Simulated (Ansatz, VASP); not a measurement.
One calculation of Os4F, two programs

```
CELL_PARAMETERS angstrom
2.68863 0.00000 0.00000
0.00000 3.80230 0.00000
0.00000 0.00000 20.84911
ATOMIC_POSITIONS crystal
Os 0.50000 0.50000 0.19185
Os 0.00000 0.00000 0.25633
Os 0.50000 0.50000 0.32102
Os 0.00000 0.00000 0.37647
F 0.12500 0.12500 0.55730
```

Alike in both runs: task single point; functional LDA; k mesh 10 × 7 × 1; occupations gaussian, width 0.1 eV; no spin polarisation.

```csv
,VASP,Ansatz
version,VASP 6.6.1,Ansatz 0.2.0
potentials or method,"VASP PAW LDA potentials, release 64 (Os, F)","scalar-relativistic, plane waves, PAW"
plane-wave cutoff (eV),520,420
valence electrons in the cell,39,71
```

```tsv
	VASP	Ansatz	Ansatz less VASP
gap on the k mesh at the Fermi level (eV)	none	none	-
rms of the force components (eV/Å)	0.760	0.764	+0.0036
work function, face that differs most (eV)	11.23	11.24	+0.005
```

Atom by atom the forces differ by 0.019 eV/Å (rms over components). A gap of «none» marks a metal or a gap that the smearing closes. The two sets of potentials don't hold the same shells in valence.

Caveats: an odd number of electrons without spin polarisation forces a metal; a magnetic or distorted state may lie lower. Spin-orbit coupling is left out, which matters for the levels of Os.
